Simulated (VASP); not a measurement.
An input for Quantum ESPRESSO's pw.x (written as the equivalent of a VASP run, and not itself run):

```
&CONTROL
  calculation = 'vc-relax'
  pseudo_dir = './pseudo'
  outdir = './out'
  tprnfor = .true.
  tstress = .true.
  nstep = 60
  forc_conv_thr = 0.00039
/
&SYSTEM
  ibrav = 0
  nat = 1
  ntyp = 1
  ecutwfc = 80
  occupations = 'smearing'
  smearing = 'methfessel-paxton'
  degauss = 0.00735
  input_dft = 'pbe'
/
&ELECTRONS
  conv_thr = 7.3e-08
  electron_maxstep = 100
/
&IONS
/
&CELL
/
ATOMIC_SPECIES
  Mo 95.950 Mo.upf
CELL_PARAMETERS angstrom
    -1.5750000    1.5750000    1.5750000
     1.5750000   -1.5750000    1.5750000
     1.5750000    1.5750000   -1.5750000
ATOMIC_POSITIONS crystal
  Mo   0.0000000  0.0000000  0.0000000
K_POINTS automatic
  15 15 15 0 0 0
```

Task: Write the VASP files for the same calculation (PBE).

Result: Several could match; the one computed here: 
POSCAR:
```
Mo
1
   -1.5750000000     1.5750000000     1.5750000000
    1.5750000000    -1.5750000000     1.5750000000
    1.5750000000     1.5750000000    -1.5750000000
Mo
1
Direct
  0.0000000000   0.0000000000   0.0000000000
```

### KPOINTS
```
K-points
0
gamma
 15 15 15
```

INCAR:
```
! general
SYSTEM  = Mo
PREC    = Accurate
ENCUT   = 520
LREAL   = .False.
LASPH   = .True.

! electronic loop
EDIFF   = 1E-6
NELM    = 100
ALGO    = Normal
LMAXMIX = 4

! smearing
ISMEAR  = 1
SIGMA   = 0.1

! functional
GGA     = PE

! ions
IBRION  = 2
NSW     = 60
ISIF    = 3
EDIFFG  = -0.01

! output
LWAVE   = .False.
LCHARG  = .False.
```

POTCAR, in this order: Mo_sv (PBE.64 set). Program: vasp_std.

What does not carry over: the potentials are each code's own (VASP's PAW set, PseudoDojo norm-conserving files in pw.x), so ENCUT and ecutwfc are chosen apart and not converted; conv_thr bounds pw.x's estimated SCF error, while EDIFF bounds the energy change between steps; forc_conv_thr acts on force components and is met together with etot_conv_thr.

The compound is Mo in the bcc structure. This run relaxes it. Symmetry was kept, so distortions that lower it aren't found.
